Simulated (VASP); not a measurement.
**NbP with r2SCAN: from relaxation to properties**

Wanted: the relaxed cell of NbP and its properties. The steps: relaxing cell and atoms (r2SCAN), second relaxation, single point with fields (r2SCAN), bands along the symmetry lines (r2SCAN), density of states (r2SCAN), volume scan with r2SCAN, fit for r2SCAN and electric field gradients (r2SCAN). The start is a computed cell from the Materials Project.

Program: VASP 6.6.1. Level of theory: r2SCAN; plane waves and PAW (Nb_sv, P). Results are calculated unless marked as measured.

### 1. The structure

Before any relaxation, the start is as follows. Symmetry: I4_1md, No. 109, tetragonal system. The conventional cell has a = 3.350 Å, b = 3.350 Å, c = 11.480 Å, α = 90.00°, β = 90.00°, γ = 90.00°. Nb has 6 P at 2.55 Å nearest. Nearest to P lie 6 Nb at 2.55 Å. Farther neighbours are not listed.

### 2. Relaxing cell and atoms (r2SCAN)

The start need not lie at this functional's minimum. ISIF = 3 frees volume, shape and positions, and EDIFFG sets the threshold on forces and stress at which the search stops. r2SCAN adds the kinetic-energy density, costs more than a GGA and is run with LASPH.

Input file INCAR:

```
SYSTEM = NbP
PREC = Accurate
ENCUT = 400
EDIFF = 1E-06
NELM = 100
ISMEAR = 0
SIGMA = 0.05
LREAL = .FALSE.
ALGO = Normal
METAGGA = R2SCAN
LASPH = .TRUE.
NBANDS = 24
LORBIT = 11
LWAVE = .FALSE.
LCHARG = .FALSE.
KPAR = 4
IBRION = 2
NSW = 60
ISIF = 3
EDIFFG = -0.01
```

Input file POSCAR:

```
NbP
1.0
   -1.6749232544      1.6749232544      5.7401081759
    1.6749232544     -1.6749232544      5.7401081759
    1.6749232544      1.6749232544     -5.7401081759
Nb P
2 2
Direct
    0.7498808000      0.7498808000      0.0000000000
    0.4998808000      0.9998808000      0.5000000000
    0.3327477700      0.3327477700      0.0000000000
    0.0827477800      0.5827477800      0.5000000000
```

Input file KPOINTS:

```
Automatic mesh
0
Gamma
11 11 11
0 0 0
```

Potentials, in the order of the species: Nb_sv and P (PBE family, release 64).

The run is started by

```console
> mpirun -np 4 vasp_std
```

The log of the run:

```text
[banner, memory and clock lines left out]
running    4 mpi-ranks, on    1 nodes
 distrk:  each k-point on    1 cores,    4 groups
 distr:  one band on    1 cores,    1 groups

 POSCAR found type information on POSCAR NbP
 POSCAR found :  2 types and       4 ions
|                                                                             |
|               ----> ADVICE to this user running VASP <----                  |
|                                                                             |
|     You enforced a specific xc type in the INCAR file but a different       |
|     [... a line on the potential file left out ...]
|     I HOPE YOU KNOW WHAT YOU ARE DOING!                                     |
|                                                                             |

 LDA part: xc-table for (None), standard interpolation
 POSCAR, INCAR and KPOINTS ok, starting setup
 FFT: planning ... GRIDC
 FFT: planning ... GRID_SOFT
 FFT: planning ... GRID
 WAVECAR not read
 entering main loop
       N       E                     dE             d eps       ncg     rms          rms(c)
DAV:   1     0.248675649825E+03    0.24868E+03   -0.17624E+04  6088   0.127E+03
DAV:   2    -0.606397901060E+02   -0.30932E+03   -0.30264E+03  7456   0.469E+02
DAV:   3    -0.862753532128E+02   -0.25636E+02   -0.25263E+02 11568   0.966E+01
DAV:   4    -0.876335792902E+02   -0.13582E+01   -0.13538E+01  8640   0.197E+01
DAV:   5    -0.877003909945E+02   -0.66812E-01   -0.66794E-01 10376   0.455E+00    0.167E+01
DAV:   6    -0.719274425373E+02    0.15773E+02   -0.11222E+01  9632   0.305E+01    0.573E+00
DAV:   7    -0.720167099209E+02   -0.89267E-01   -0.43729E-01  8856   0.474E+00    0.328E+00
DAV:   8    -0.720547445230E+02   -0.38035E-01   -0.51718E-02  8664   0.175E+00    0.314E-01
DAV:   9    -0.720567157684E+02   -0.19712E-02   -0.93852E-03 10864   0.584E-01    0.262E-01
DAV:  10    -0.720568846915E+02   -0.16892E-03   -0.19510E-04  8744   0.104E-01    0.209E-01
DAV:  11    -0.720573071119E+02   -0.42242E-03   -0.68509E-04  7992   0.240E-01    0.358E-02
DAV:  12    -0.720573032682E+02    0.38436E-05   -0.21274E-05  9840   0.445E-02    0.274E-02
DAV:  13    -0.720573000543E+02    0.32140E-05   -0.37490E-06  7552   0.174E-02    0.154E-02
DAV:  14    -0.720572972386E+02    0.28157E-05   -0.69104E-06  8392   0.220E-02    0.355E-03
DAV:  15    -0.720572972729E+02   -0.34304E-07   -0.29874E-07  5920   0.563E-03
   1 F= -.72057297E+02 E0= -.72056891E+02  d E =-.720573E+02
 curvature:   0.00 expect dE= 0.000E+00 dE for cont linesearch  0.000E+00
 trial: gam= 0.00000 g(F)=  0.242E-06 g(S)=  0.288E-01 ort = 0.000E+00 (trialstep = 0.100E+01)
 search vector abs. value=  0.288E-01
 bond charge predicted
       N       E                     dE             d eps       ncg     rms          rms(c)
DAV:   1    -0.722568484090E+02   -0.19955E+00   -0.89794E+00  6608   0.334E+01    0.380E+00
DAV:   2    -0.720869083181E+02    0.16994E+00   -0.87236E-01  7872   0.901E+00    0.161E+00
DAV:   3    -0.720430829570E+02    0.43825E-01   -0.17915E-01 11008   0.348E+00    0.650E-01
DAV:   4    -0.720425267192E+02    0.55624E-03   -0.33303E-02  9920   0.977E-01    0.241E-01
DAV:   5    -0.720432878318E+02   -0.76111E-03   -0.10251E-02 12072   0.708E-01    0.237E-01
DAV:   6    -0.720450639356E+02   -0.17761E-02   -0.43791E-03 11384   0.453E-01    0.887E-02
DAV:   7    -0.720448475687E+02    0.21637E-03   -0.94635E-04  9824   0.179E-01    0.173E-02
DAV:   8    -0.720448411744E+02    0.63943E-05   -0.76037E-05  9152   0.524E-02    0.195E-02
DAV:   9    -0.720448411977E+02   -0.23282E-07   -0.16717E-06  6584   0.884E-03
   2 F= -.72044841E+02 E0= -.72044413E+02  d E =0.124561E-01
 trial-energy change:    0.012456  1 .order    0.012823   -0.028820    0.054467
 step:   0.3521(harm=  0.3460)  dis= 0.00002  next Energy=   -72.062387 (dE=-0.509E-02)
 bond charge predicted
       N       E                     dE             d eps       ncg     rms          rms(c)
DAV:   1    -0.721512075834E+02   -0.10637E+00   -0.37743E+00  6952   0.216E+01    0.236E+00
DAV:   2    -0.720802634459E+02    0.70944E-01   -0.40832E-01  8888   0.597E+00    0.107E+00
DAV:   3    -0.720619780115E+02    0.18285E-01   -0.58878E-02 11456   0.195E+00    0.366E-01
DAV:   4    -0.720614454910E+02    0.53252E-03   -0.11068E-02  9880   0.497E-01    0.142E-01
DAV:   5    -0.720619753485E+02   -0.52986E-03   -0.37345E-03 11624   0.402E-01    0.152E-01
DAV:   6    -0.720625190767E+02   -0.54373E-03   -0.12475E-03 11512   0.211E-01    0.280E-02
DAV:   7    -0.720625042568E+02    0.14820E-04   -0.13966E-04  8960   0.725E-02    0.166E-02
DAV:   8    -0.720625042021E+02    0.54659E-07   -0.55815E-06  7144   0.181E-02
   3 F= -.72062504E+02 E0= -.72062089E+02  d E =-.520693E-02
 curvature:  -0.17 expect dE=-0.305E-05 dE for cont linesearch -0.519E-06
 trial: gam=-0.00959 g(F)=  0.139E-07 g(S)=  0.176E-04 ort = 0.294E-03 (trialstep = 0.870E+00)
 search vector abs. value=  0.147E-04
 reached required accuracy - stopping structural energy minimisation
```

Elapsed: 17 min, on 4 MPI ranks of AMD EPYC 7R43, shared host; peak memory 1.3 GiB.

The logs omit lines about the potential files and the build; timing stands in the text.

Parts of OUTCAR (step 2):

```text
ion  position               nearest neighbor table
   1  0.750  0.750  0.000-   4 2.55   4 2.55   3 2.55   3 2.55   3 2.55   3 2.55
   2  0.500  1.000  0.500-   3 2.55   3 2.55   4 2.55   4 2.55   4 2.55   4 2.55
   3  0.333  0.333  0.000-   2 2.55   2 2.55   1 2.55   1 2.55   1 2.55   1 2.55
   4  0.083  0.583  0.500-   1 2.55   1 2.55   2 2.55   2 2.55   2 2.55   2 2.55

  LATTYP: Found a body centered tetragonal cell.
 ALAT       =     3.3498465088
 C/A-ratio  =     3.4270872775

 Subroutine GETGRP returns: Found  8 space group operations
 (whereof  4 operations were pure point group operations)

The static configuration has the point symmetry C_2v.
 The point group associated with its full space group is C_4v.

 Found    126 irreducible k-points:

   k-points           NKPTS =    126   k-points in BZ     NKDIM =    126   number of bands    NBANDS=     24

   dimension x,y,z NGX =    42 NGY =   42 NGZ =   42
   dimension x,y,z NGXF=    84 NGYF=   84 NGZF=   84

   ENCUT  =  400.0 eV  29.40 Ry    5.42 a.u.  10.13 10.13 10.13*2*pi/ulx,y,z

   NELECT =      36.0000    total number of electrons

 k-points in reciprocal lattice and weights: Automatic mesh
   0.00000000  0.00000000  0.00000000       0.001
   0.09090909  0.00000000 -0.00000000       0.006
   0.18181818 -0.00000000  0.00000000       0.006
   0.27272727 -0.00000000  0.00000000       0.006
   0.36363636 -0.00000000  0.00000000       0.006
   0.45454545  0.00000000  0.00000000       0.006
   0.09090909  0.09090909 -0.00000000       0.006
   0.18181818  0.09090909  0.00000000       0.012
   0.27272727  0.09090909  0.00000000       0.012
[...]
-0.45454545  0.45454545  0.45454545       0.003
  -0.45454545 -0.45454545  0.45454545       0.002

 average (electrostatic) potential at core
       1 -83.2587       2 -83.2587       3 -80.5981       4 -80.5981

 E-fermi :  10.7364

 k-point     1 :       0.0000    0.0000    0.0000
  band No.  band energies     occupation
    ...
     14       8.3077      2.00000
     15       8.4806      2.00000
     16       8.9212      2.00000
     17       9.2461      2.00000
     18       9.2461      2.00000
     19      11.6228      0.00000
     20      12.4359      0.00000
     21      13.5766      0.00000
     22      14.0587      0.00000
     23      14.0587      0.00000
    ...

 k-point     2 :       0.0909    0.0000   -0.0000
  band No.  band energies     occupation
    ...
     14       8.2165      2.00000
     15       8.4784      2.00000
     16       8.8221      2.00000
     17       9.2026      2.00000
     18       9.4204      2.00000
     19      11.4674      0.00000
     20      12.2022      0.00000
     21      13.3514      0.00000
     22      13.8722      0.00000
     23      14.3444      0.00000
    ...

 k-point     3 :       0.1818   -0.0000    0.0000
  band No.  band energies     occupation
    ...
     14       7.9927      2.00000
     15       8.6399      2.00000
     16       8.9322      2.00000
     17       9.0008      2.00000
     18       9.7928      2.00000
     19      11.2264      0.00000
     20      11.9215      0.00000
     21      12.7591      0.00000
     22      13.6664      0.00000
     23      14.1602      0.00000
    ...

  Total        0.0031819      0.0031819     -0.0379617      0.0000000      0.0000000      0.0000000
  in kB        0.0800506      0.0800506     -0.9550374      0.0000000      0.0000000      0.0000000
  external PRESSURE =      -0.2649787 kB  Pullay stress =       0.0000000 kB

  energy-cutoff  :      400.00
  volume of cell :       63.68
      direct lattice vectors                 reciprocal lattice vectors
    -1.668267938  1.668267938  5.720635970     0.000000000  0.299712048  0.087402870
     1.668267938 -1.668267938  5.720635970     0.299712048  0.000000000  0.087402870
     1.668267938  1.668267938 -5.720635970     0.299712048  0.299712048  0.000000000

 POSITION                                       TOTAL-FORCE (eV/Angst)
 -----------------------------------------------------------------------------------
      0.00000      0.00000      8.57957        -0.000000      0.000000     -0.000269
      1.66827      0.00000      5.71925         0.000000     -0.000000     -0.000269
      0.00000      0.00000      3.80708        -0.000000      0.000000      0.000269
      1.66827     -0.00000      0.94676         0.000000     -0.000000      0.000269
 -----------------------------------------------------------------------------------
    total drift:                               -0.000000     -0.000000      0.000329

  FREE ENERGIE OF THE ION-ELECTRON SYSTEM (eV)
  ---------------------------------------------------
  free  energy   TOTEN  =       -72.0625042021 eV

  energy  without entropy=      -72.0616743008  energy(sigma->0) =      -72.06208925

 reached required accuracy - stopping structural energy minimisation

 total charge
# of ion       s       p       d       tot
------------------------------------------
    1        2.154   6.032   2.449  10.635
    2        2.154   6.032   2.449  10.635
    3        1.017   1.564   0.000   2.580
    4        1.017   1.564   0.000   2.580
--------------------------------------------------
tot          6.341  15.192   4.897  26.430

[... 3 further parts left out ...]
```

CONTCAR:

```
NbP
   1.00000000000000
    -1.6682679381916286    1.6682679381916286    5.7206359700213349
     1.6682679381916286   -1.6682679381916286    5.7206359700213349
     1.6682679381916286    1.6682679381916286   -5.7206359700213349
  Nb              P
     2     2
Direct
     0.7498791724691346    0.7498791724691346    0.0000000000000000
     0.4998791724691347    0.9998791724691346    0.5000000000000000
     0.3327493975308624    0.3327493975308624    0.0000000000000000
     0.0827494075308633    0.5827494075308634    0.5000000000000000
```

The PAW data sets were made with PBE, which is usual practice but a small mismatch for other functionals. The run keeps the 8 symmetry operations of its start, so it cannot find a distortion of lower symmetry.

The steps of the relaxation:

| step | energy less that of the first step (eV) | largest force (eV/Å) | pressure (GPa) | volume (Å³) |
| --- | --- | --- | --- | --- |
| 1 | 0.0000 | 0.0011 | -2.21 | 64.41 |
| 2 | 0.0125 | 0.0004 | 4.31 | 62.36 |
| 3 | -0.0052 | 0.0003 | -0.03 | 63.68 |

| conventional cell, symmetrised | before | after | change |
| --- | --- | --- | --- |
| a (Å) | 3.350 | 3.337 | -0.4 % |
| b (Å) | 3.350 | 3.337 | -0.4 % |
| c (Å) | 11.480 | 11.441 | -0.3 % |
| volume (Å³/atom) | 16.10 | 15.92 | -1.1 % |

Final coordinates:

```
Nb P
1.0
    -1.66827    1.66827    5.72064
     1.66827   -1.66827    5.72064
     1.66827    1.66827   -5.72064
Nb P
2 2
Direct
  0.74988 0.74988 0.00000
  0.49988 0.99988 0.50000
  0.33275 0.33275 0.00000
  0.08275 0.58275 0.50000
```

Numbers from this step:

* electrons: 36
* bands: 24
* irreducible k-points: 126
* symmetry operations: 8
* free energy (TOTEN): -72.0625 eV
* energy at zero smearing: -72.0621 eV
* Fermi energy: 10.74 eV
* pressure: -0.02650 GPa
* metallic: yes
* SCF cycles over all ionic steps: 32

It ends with forces under 0.001 eV/Å and a pressure of -0.03 GPa.

### 3. Second relaxation

The basis stayed that of the start cell while the cell moved. A rerun from the cell reached resets it; the error of the finite cutoff stays.

INCAR is that of step 2.

Input file POSCAR:

```
NbP
1.0
   -1.6682679382      1.6682679382      5.7206359700
    1.6682679382     -1.6682679382      5.7206359700
    1.6682679382      1.6682679382     -5.7206359700
Nb P
2 2
Direct
    0.7498791725      0.7498791725      0.0000000000
    0.4998791725      0.9998791725      0.5000000000
    0.3327493975      0.3327493975      0.0000000000
    0.0827494075      0.5827494075      0.5000000000
```

KPOINTS is that of step 2.

The run is started by

```console
> mpirun -np 4 vasp_std
```

The log of the run:

```text
[banner, memory and clock lines left out]
running    4 mpi-ranks, on    1 nodes
 distrk:  each k-point on    1 cores,    4 groups
 distr:  one band on    1 cores,    1 groups

 POSCAR found type information on POSCAR NbP
 POSCAR found :  2 types and       4 ions
 [... a notice as in an earlier step ...]

 LDA part: xc-table for (None), standard interpolation
 POSCAR, INCAR and KPOINTS ok, starting setup
 FFT: planning ... GRIDC
 FFT: planning ... GRID_SOFT
 FFT: planning ... GRID
 WAVECAR not read
 entering main loop
       N       E                     dE             d eps       ncg     rms          rms(c)
DAV:   1     0.249983819251E+03    0.24998E+03   -0.17638E+04  6072   0.127E+03
DAV:   2    -0.609557758688E+02   -0.31094E+03   -0.30424E+03  7544   0.472E+02
DAV:   3    -0.862778687648E+02   -0.25322E+02   -0.24995E+02 11544   0.960E+01
DAV:   4    -0.876130001906E+02   -0.13351E+01   -0.13308E+01  8672   0.196E+01
DAV:   5    -0.876772165167E+02   -0.64216E-01   -0.64200E-01 10392   0.444E+00    0.170E+01
DAV:   6    -0.719348525353E+02    0.15742E+02   -0.11067E+01  9688   0.304E+01    0.580E+00
DAV:   7    -0.720206465194E+02   -0.85794E-01   -0.43237E-01  8800   0.473E+00    0.332E+00
DAV:   8    -0.720587895393E+02   -0.38143E-01   -0.54796E-02  9968   0.176E+00    0.329E-01
DAV:   9    -0.720605363689E+02   -0.17468E-02   -0.72285E-03  9808   0.505E-01    0.249E-01
DAV:  10    -0.720610704813E+02   -0.53411E-03   -0.75078E-04  8232   0.236E-01    0.550E-02
DAV:  11    -0.720611355097E+02   -0.65028E-04   -0.79573E-05  8648   0.811E-02    0.169E-02
DAV:  12    -0.720611327898E+02    0.27199E-05   -0.52199E-06  7360   0.199E-02    0.350E-03
DAV:  13    -0.720611328155E+02   -0.25679E-07   -0.39955E-07  6016   0.601E-03
   1 F= -.72061133E+02 E0= -.72060718E+02  d E =-.720611E+02
 curvature:   0.00 expect dE= 0.000E+00 dE for cont linesearch  0.000E+00
 trial: gam= 0.00000 g(F)=  0.393E-08 g(S)=  0.189E-04 ort = 0.000E+00 (trialstep = 0.100E+01)
 search vector abs. value=  0.189E-04
 reached required accuracy - stopping structural energy minimisation
```

Elapsed: 5.5 min, on 4 MPI ranks; peak memory 1.1 GiB; 22 min of CPU time.

From OUTCAR (step 3):

```text
  LATTYP: Found a body centered tetragonal cell.
 ALAT       =     3.3365358764
 C/A-ratio  =     3.4290870423

 Found    126 irreducible k-points:

   dimension x,y,z NGX =    40 NGY =   40 NGZ =   40
   dimension x,y,z NGXF=    80 NGYF=   80 NGZF=   80

   ENCUT  =  400.0 eV  29.40 Ry    5.42 a.u.  10.09 10.09 10.09*2*pi/ulx,y,z

   NELECT =      36.0000    total number of electrons

 E-fermi :  10.7364

 k-point     1 :       0.0000    0.0000    0.0000
  band No.  band energies     occupation
    ...
     14       8.3079      2.00000
     15       8.4806      2.00000
     16       8.9213      2.00000
     17       9.2463      2.00000
     18       9.2463      2.00000
     19      11.6230      0.00000
     20      12.4360      0.00000
     21      13.5765      0.00000
     22      14.0589      0.00000
     23      14.0589      0.00000
    ...

 k-point     2 :       0.0909    0.0000   -0.0000
  band No.  band energies     occupation
    ...
     14       8.2166      2.00000
     15       8.4785      2.00000
     16       8.8221      2.00000
     17       9.2028      2.00000
     18       9.4205      2.00000
     19      11.4673      0.00000
     20      12.2022      0.00000
     21      13.3514      0.00000
     22      13.8723      0.00000
     23      14.3445      0.00000
    ...

  Total        0.0051398      0.0051398     -0.0388962      0.0000000      0.0000000      0.0000000
  in kB        0.1293065      0.1293065     -0.9785483      0.0000000      0.0000000      0.0000000
  external PRESSURE =      -0.2399784 kB  Pullay stress =       0.0000000 kB

 POSITION                                       TOTAL-FORCE (eV/Angst)
 -----------------------------------------------------------------------------------
      0.00000      0.00000      8.57957         0.000000     -0.000000     -0.000143
      1.66827      0.00000      5.71925        -0.000000      0.000000     -0.000143
      0.00000      0.00000      3.80708         0.000000     -0.000000      0.000143
      1.66827      0.00000      0.94676        -0.000000      0.000000      0.000143
 -----------------------------------------------------------------------------------
    total drift:                               -0.000001     -0.000001      0.000749

  FREE ENERGIE OF THE ION-ELECTRON SYSTEM (eV)
  ---------------------------------------------------
  free  energy   TOTEN  =       -72.0611328155 eV

  energy  without entropy=      -72.0603028280  energy(sigma->0) =      -72.06071782

 total charge
# of ion       s       p       d       tot
------------------------------------------
    1        2.154   6.032   2.449  10.635
    2        2.154   6.032   2.449  10.635
    3        1.017   1.563   0.000   2.580
    4        1.017   1.563   0.000   2.580
--------------------------------------------------
tot          6.341  15.191   4.898  26.431

[... 5 parts as in an earlier step ...]

[... 7 further parts left out ...]
```

CONTCAR:

```
NbP
   1.00000000000000
    -1.6682679382000001    1.6682679382000001    5.7206359700000000
     1.6682679382000001   -1.6682679382000001    5.7206359700000000
     1.6682679382000001    1.6682679382000001   -5.7206359700000000
  Nb              P
     2     2
Direct
     0.7498791725000018    0.7498791725000018    0.0000000000000000
     0.4998791725000018    0.9998791725000018    0.5000000000000000
     0.3327493975000024    0.3327493975000024    0.0000000000000000
     0.0827494075000033    0.5827494075000033    0.5000000000000000
```

Little changed from the start: no atom moved by 0.005 Å and no cell edge by 0.1 %.

This step gave:

* free energy (TOTEN): -72.0611 eV
* energy at zero smearing: -72.0607 eV
* pressure: -0.02400 GPa
* SCF cycles over all ionic steps: 13

It ends with forces under 0.001 eV/Å and a pressure of -0.02 GPa. The volume moved by under 0.01 %: the run met its threshold at the first step.

[end of part 1 of 4]

[Lines on the potential files, build, host, timing and source positions are cut from VASP's logs without a mark.]

[Logs are printed without paths, hosts, clocks, repeated set-up lines and the standing remarks that a program may print on its own settings, such as how far it seeks lower states.]

[Hosts, paths, dates, database ids (printed as entryN), source tags and the programs' standing remarks are cut or masked in the printed files.]

[A measured line is paired with the nearest computed mode of its activity, which favours agreement.]
